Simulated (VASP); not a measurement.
Consider the following.

```yaml
crystal:
  lattice:
    - [0.00000, 2.69533, 2.69533]
    - [2.69533, 0.00000, 2.69533]
    - [2.69533, 2.69533, 0.00000]
  atoms:
    - { symbol: Ca, position: [0.00000, 0.00000, 0.00000] }
    - { symbol: F, position: [0.25000, 0.25000, 0.25000] }
    - { symbol: F, position: [0.75000, 0.75000, 0.75000] }
```

Level of theory: SCAN meta-GGA, VASP's PBE PAW potentials (set 64) (plane waves; VASP). Settings: 520 eV cut-off, 7×7×7 Γ-centred mesh, Gaussian smearing of 0.050 eV, potentials Ca_sv F.

The job: CaF2 (fluorite), 3 atoms, SCAN, static run, 520 eV, 7×7×7 Γ-centred mesh. Roughly how much core time does it take on a busy server core?

About 40 core-seconds (one run on a shared machine, a rough figure). It had 20 irreducible k-points, 16 bands, up to 1067 plane waves and 23 electronic steps.

The compound is CaF2 in the fluorite structure. This cell is one point of a volume scan, at 0.97 of the reference volume.
